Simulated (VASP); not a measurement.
These are LDA (Ceperley-Alder, Perdew-Zunger), VASP's LDA PAW potentials (set 64) (plane waves; VASP 6.6.1) values and carry that method's errors.

VASP input:

INCAR:
```
ALGO  =  Normal
EDIFF  =  1E-7
EDIFFG  =  -0.01
ENCUT  =  520
IBRION  =  2
ISIF  =  4
ISMEAR  =  1
LASPH  =  T
LCHARG  =  F
LMAXMIX  =  6
LREAL  =  F
LWAVE  =  F
NELM  =  100
NSW  =  30
PREC  =  Accurate
SIGMA  =  0.1
SYSTEM  =  PtS2
```

**POSCAR**
```
PtS2
1
    1.8148175251    -3.1433562329     0.0000000000
    1.8148175251     3.1433562329     0.0000000000
    0.0000000000     0.0000000000     4.6360559941
Pt S
1 2
Direct
  0.0000000000   0.0000000000   0.0000000000
  0.3333330000   0.6666670000   0.2616608554
  0.6666670000   0.3333330000   0.7383391446
```

File KPOINTS:
```
Regular mesh
0
G
 10 10 7
0 0 0
```

POTCAR, in this order: Pt S (LDA.64 set). Program: vasp_std.

Output

**OSZICAR**
```
       N       E                     dE             d eps       ncg     rms          rms(c)
DAV:   1     0.110875301409E+03    0.11088E+03   -0.10560E+04  2472   0.131E+03
DAV:   2    -0.143692557734E+02   -0.12524E+03   -0.12251E+03  3024   0.247E+02
DAV:   3    -0.193690233065E+02   -0.49998E+01   -0.49649E+01  3051   0.529E+01
DAV:   4    -0.194210404577E+02   -0.52017E-01   -0.52003E-01  3030   0.603E+00
DAV:   5    -0.194218720752E+02   -0.83162E-03   -0.83158E-03  3149   0.731E-01    0.172E+01
DAV:   6    -0.184657667484E+02    0.95611E+00   -0.78968E+00  2449   0.284E+01    0.118E+01
DAV:   7    -0.181667597885E+02    0.29901E+00   -0.14897E+00  2421   0.135E+01    0.529E+00
DAV:   8    -0.181371556073E+02    0.29604E-01   -0.10925E-01  2722   0.238E+00    0.132E+00
DAV:   9    -0.181314520388E+02    0.57036E-02   -0.11998E-02  2813   0.119E+00    0.312E-01
DAV:  10    -0.181314098484E+02    0.42190E-04   -0.18108E-03  2827   0.321E-01    0.694E-02
DAV:  11    -0.181314114605E+02   -0.16121E-05   -0.64970E-05  3177   0.833E-02    0.331E-02
DAV:  12    -0.181314102617E+02    0.11988E-05   -0.94701E-06  2883   0.318E-02    0.686E-03
DAV:  13    -0.181314102930E+02   -0.31338E-07   -0.51566E-07  2827   0.531E-03
   1 F= -.18131410E+02 E0= -.18131300E+02  d E =-.181314E+02
       N       E                     dE             d eps       ncg     rms          rms(c)
DAV:   1    -0.181710303367E+02   -0.39620E-01   -0.38075E+00  2400   0.125E+01    0.138E+00
DAV:   2    -0.181763297399E+02   -0.52994E-02   -0.16935E-01  3023   0.315E+00    0.583E-01
DAV:   3    -0.181735950192E+02    0.27347E-02   -0.48588E-03  3260   0.570E-01    0.298E-01
DAV:   4    -0.181729233906E+02    0.67163E-03   -0.30670E-03  2792   0.374E-01    0.748E-02
DAV:   5    -0.181729167796E+02    0.66110E-05   -0.42712E-04  2610   0.145E-01    0.589E-02
DAV:   6    -0.181729127580E+02    0.40216E-05   -0.25913E-05  3044   0.374E-02    0.214E-02
DAV:   7    -0.181729122918E+02    0.46616E-06   -0.19361E-06  3016   0.122E-02    0.674E-03
DAV:   8    -0.181729122751E+02    0.16716E-07   -0.44710E-07  2750   0.590E-03
   2 F= -.18172912E+02 E0= -.18172982E+02  d E =-.415020E-01
       N       E                     dE             d eps       ncg     rms          rms(c)
DAV:   1    -0.181900178216E+02   -0.17106E-01   -0.48004E+00  2400   0.140E+01    0.164E+00
DAV:   2    -0.181954819110E+02   -0.54641E-02   -0.21126E-01  3002   0.357E+00    0.693E-01
DAV:   3    -0.181919312704E+02    0.35506E-02   -0.66920E-03  3332   0.671E-01    0.352E-01
DAV:   4    -0.181910552952E+02    0.87598E-03   -0.41904E-03  2757   0.434E-01    0.889E-02
DAV:   5    -0.181910453497E+02    0.99455E-05   -0.58856E-04  2624   0.174E-01    0.685E-02
DAV:   6    -0.181910389571E+02    0.63927E-05   -0.39569E-05  3115   0.464E-02    0.229E-02
DAV:   7    -0.181910381535E+02    0.80360E-06   -0.37646E-06  2827   0.161E-02    0.649E-03
DAV:   8    -0.181910381751E+02   -0.21624E-07   -0.76766E-07  3009   0.707E-03
   3 F= -.18191038E+02 E0= -.18191090E+02  d E =-.596279E-01
       N       E                     dE             d eps       ncg     rms          rms(c)
DAV:   1    -0.181911455208E+02   -0.10737E-03   -0.35693E-02  2400   0.119E+00    0.134E-01
DAV:   2    -0.181911707070E+02   -0.25186E-04   -0.15568E-03  2974   0.310E-01    0.598E-02
DAV:   3    -0.181911431166E+02    0.27590E-04   -0.58656E-05  3360   0.626E-02    0.307E-02
DAV:   4    -0.181911378066E+02    0.53099E-05   -0.27589E-05  2773   0.351E-02    0.777E-03
DAV:   5    -0.181911376575E+02    0.14913E-06   -0.34573E-06  2631   0.140E-02    0.647E-03
DAV:   6    -0.181911376060E+02    0.51556E-07   -0.33007E-07  2841   0.422E-03
   4 F= -.18191138E+02 E0= -.18191189E+02  d E =-.597273E-01
       N       E                     dE             d eps       ncg     rms          rms(c)
DAV:   1    -0.182039300094E+02   -0.12792E-01   -0.48862E-01  2407   0.512E+00    0.629E-01
DAV:   2    -0.181959813904E+02    0.79486E-02   -0.27088E-02  2715   0.140E+00    0.321E-01
DAV:   3    -0.181946290276E+02    0.13524E-02   -0.38666E-03  2883   0.552E-01    0.131E-01
DAV:   4    -0.181942424366E+02    0.38659E-03   -0.99119E-04  2862   0.232E-01    0.637E-02
DAV:   5    -0.181942156614E+02    0.26775E-04   -0.98981E-05  3002   0.752E-02    0.229E-02
DAV:   6    -0.181942152047E+02    0.45672E-06   -0.10312E-05  3203   0.229E-02    0.965E-03
DAV:   7    -0.181942151148E+02    0.89877E-07   -0.79510E-07  2918   0.939E-03
   5 F= -.18194215E+02 E0= -.18194258E+02  d E =-.307751E-02
       N       E                     dE             d eps       ncg     rms          rms(c)
DAV:   1    -0.181978810001E+02   -0.36658E-02   -0.16035E-01  2414   0.294E+00    0.357E-01
DAV:   2    -0.181952845182E+02    0.25965E-02   -0.88463E-03  2708   0.802E-01    0.184E-01
DAV:   3    -0.181948445281E+02    0.43999E-03   -0.12663E-03  2890   0.316E-01    0.748E-02
DAV:   4    -0.181947187574E+02    0.12577E-03   -0.31891E-04  2869   0.132E-01    0.362E-02
DAV:   5    -0.181947099591E+02    0.87983E-05   -0.32363E-05  2995   0.428E-02    0.130E-02
DAV:   6    -0.181947098317E+02    0.12736E-06   -0.33038E-06  3196   0.131E-02    0.553E-03
DAV:   7    -0.181947097994E+02    0.32302E-07   -0.25669E-07  2087   0.545E-03
   6 F= -.18194710E+02 E0= -.18194749E+02  d E =-.357219E-02
```

### OUTCAR
```
------------------------ aborting loop because EDIFF is reached ----------------------------------------
  FORCE on cell =-STRESS in cart. coord.  units (eV):
  Direction    XX          YY          ZZ          XY          YZ          ZX
  --------------------------------------------------------------------------------------
  Total       -0.5947775     -0.5947775     -0.5918853     -0.0000000     -0.0000000      0.0000000
  in kB      -18.0160619    -18.0160625    -17.9284553     -0.0000000     -0.0000000      0.0000000
  external PRESSURE =     -17.9868599 kB  Pullay stress =       0.0000000 kB
  volume of cell :       52.89
      direct lattice vectors                 reciprocal lattice vectors
     1.781848612 -3.086252378 -0.000000000     0.280607453 -0.162008786  0.000000000
     1.781848612  3.086252378 -0.000000000     0.280607453  0.162008786  0.000000000
    -0.000000000  0.000000000  4.809201773     0.000000000  0.000000000  0.207934715
 POSITION                                       TOTAL-FORCE (eV/Angst)
 -----------------------------------------------------------------------------------
      1.78185      3.08625     -0.00000         0.000000      0.000000     -0.000000
      1.78185      1.02875      1.19122         0.000000      0.000000      0.004302
      1.78185     -1.02875      3.61798        -0.000000     -0.000000     -0.004302
 -----------------------------------------------------------------------------------
    total drift:                               -0.000000      0.000000      0.000000
  FREE ENERGIE OF THE ION-ELECTRON SYSTEM (eV)
  ---------------------------------------------------
  free  energy   TOTEN  =       -18.1947097994 eV

  energy  without entropy=      -18.1948283488  energy(sigma->0) =      -18.19474932

 reached required accuracy - stopping structural energy minimisation
```
(Selected blocks of OUTCAR.)

**CONTCAR**
```
PtS2
   1.00000000000000
     1.7818486115244014   -3.0862523777594175   -0.0000000000000000
     1.7818486115244014    3.0862523777594175   -0.0000000000000000
    -0.0000000000000000    0.0000000000000000    4.8092017731060697
  Pt              S
     1     2
Direct
     0.0000000000000000    1.0000000000000000    0.0000000000000000
     0.3333330000000032    0.6666669999999968    0.2476957011164055
     0.6666669999999968    0.3333330000000032    0.7523042988835945
```

The compound is PtS2 in the 1T layered structure. This cell is one point of a volume scan, at 1.06 of the reference volume. Symmetry was kept, so distortions that lower it aren't found.
